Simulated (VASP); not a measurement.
Given:

```
InP
1.0
    0.00000     2.95152     2.95152
    2.95152     0.00000     2.95152
    2.95152     2.95152     0.00000
In P
1 1
Cartesian
  0.00000   0.00000   0.00000
  1.47576   1.47576   1.47576
```

Method: r2SCAN meta-GGA, VASP's PBE PAW potentials (set 64) (plane waves; VASP 6.6.1). Run with 480 eV cut-off, 8×8×8 Γ-centred mesh, Gaussian smearing of 0.050 eV, potentials In_d P.

Stress in GPa, positive for a compressed cell; the cube axes lie along x, y and z, and the ions stay on their sites.

| strain | σxx | σyy | σzz |
|---|---|---|---|
| none | 0.05 | 0.05 | 0.05 |
| εxx = +1.0 %, εyy = +1.0 %, εzz = +1.0 % | -1.85 | -1.85 | -1.85 |
| εxx = +1.5 %, εzz = +1.5 % | -2.07 | -1.41 | -2.07 |
| εyy = -0.5 % | 0.31 | 0.54 | 0.31 |

Question: Fit C11 and C12 to these rows, and predict the stress for εxx = -1.5 %.

Answer: Least squares on Δσ_i = −C11 ε_i − C12 (ε_j + ε_k) over all components shown gives C11 = 93 GPa and C12 = 49 GPa, and so σxx, σyy, σzz = 1.44, 0.78, 0.78 GPa. The run gave 1.53, 0.88, 0.88 GPa; the difference holds the non-linear terms and numerical noise.

Left out are shears, moved atoms, failed runs and, from the fit, strains over 2.5 %.

The compound is InP in the zinc blende structure.
